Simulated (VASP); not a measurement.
Data:

```yaml
crystal:
  lattice:
    - [4.18209, 0.00000, 0.00000]
    - [0.00000, 4.18209, 0.00000]
    - [0.00000, 0.00000, 4.18209]
  atoms:
    - { symbol: La, position: [0.00000, 0.00000, 0.00000] }
    - { symbol: B, position: [0.80012, 0.50000, 0.50000] }
    - { symbol: B, position: [0.19988, 0.50000, 0.50000] }
    - { symbol: B, position: [0.50000, 0.80012, 0.50000] }
    - { symbol: B, position: [0.50000, 0.19988, 0.50000] }
    - { symbol: B, position: [0.50000, 0.50000, 0.80012] }
    - { symbol: B, position: [0.50000, 0.50000, 0.19988] }
```

These are PBE GGA, VASP's PBE PAW potentials (set 64) (plane waves; VASP 6.6.1) values and carry that method's errors. Settings: 400 eV cut-off, 11×11×11 Γ-centred mesh, Fermi-Dirac smearing of 0.10 eV, potentials La B.

At this cut-off the stress carries a Pulay error, which pulls relaxed volumes low.

Problem. Give the stress tensor in GPa (positive for a compressed cell).

Solution. 
```
-3.33   0.00   0.00
 0.00  -3.33   0.00
 0.00   0.00  -3.33
```
The pressure is its mean diagonal, -3.33 GPa.

The structure comes from a computed database's LaB6 entry; how it stands against other phases isn't given here. The cell was not relaxed at this level. The electron count is odd and the run is not spin-polarised, which forces a metal.
